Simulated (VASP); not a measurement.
Consider the following.

```xyz
2
Lattice="3.7906 0.0000 0.0000 0.0000 3.7906 0.0000 0.0000 0.0000 3.7906" Properties=species:S:1:pos:R:3 pbc="T T T"
Cs     0.0000     0.0000     0.0000
I      1.8953     1.8953     1.8953
```

Level of theory: PBE GGA, VASP's PBE PAW potentials (set 64) (plane waves; VASP). Run with 480 eV cut-off, 6×6×6 Γ-centred mesh, Gaussian smearing of 0.050 eV, potentials Cs_sv I.

Unless said otherwise, spin-orbit coupling is left out, though it shifts the bands of the heavy elements here.

Question: Predict the energy per atom (σ→0), pressure, band gap (on the k-mesh) with the smallest direct gap where there is one.

Answer: 
```yaml
band gap (on the k-mesh): 2.07 eV
smallest direct gap (on the k-mesh): 2.07 eV
energy per atom (σ→0): -1.524 eV/atom
pressure: 29.98 GPa
```

Total energies compare only between runs with the same potentials, cut-off and functional.

The compound is CsI in the CsCl type structure. It was relaxed first under an external pressure of 30 GPa.
